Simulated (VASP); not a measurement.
Runs of VASP 6.6.1 on TaN. Symmetry: Fm-3m, No. 225, cubic system. The conventional cell has a = 4.380 Å, b = 4.380 Å, c = 4.380 Å, α = 90.00°, β = 90.00°, γ = 90.00°. Ta (site symmetry m-3m) is surrounded by 6 N at 2.19 Å. N (site symmetry m-3m) is surrounded by 6 Ta at 2.19 Å. The cell comes from a database or a generator and needn't be the stable form of this composition.

| level | potentials or basis | k mesh | cutoff (eV) | smearing | gap on the mesh (eV) | pressure (GPa) |
| --- | --- | --- | --- | --- | --- | --- |
| PBEsol | VASP PAW PBE potentials, release 64 (Ta_pv, N_h) | 16 × 16 × 16 | 900 | gaussian 0.1 eV | none | -0.1 |
| PBEsol | VASP PAW PBE potentials, release 64 (Ta_pv, N) | 24 × 24 × 24 | 520 | gaussian 0.1 eV | none | 0.0 |
| PBEsol | VASP PAW PBE potentials, release 64 (Ta_pv, N) | 16 × 16 × 16 | 700 | gaussian 0.1 eV | none | 0.0 |
| r2SCAN | VASP PAW PBE potentials, release 64 (Ta_pv, N) | 16 × 16 × 16 | 520 | gaussian 0.1 eV | none | 6.2 |
| PBEsol | VASP PAW PBE potentials, release 64 (Ta_pv, N) | 16 × 16 × 16 | 520 | gaussian 0.5 eV | none | (a) |

Alike in all rows: task single point; no spin polarisation; cell as given.

Estimate the missing entries.

(a) 0.5.

Caveats: the PAW data sets were made with another functional, which shifts forces and pressure a little; the cutoff is under 1.25 times the usual one of these potentials, so pressure, stress and relaxed cells hold a basis-set (Pulay) error (some runs).

A k mesh can miss the band edges, and the runs leave out spin-orbit coupling on Ta.

A gap of «none» marks a metal or a gap under the smearing width.

Not every run made on this cell is shown here.
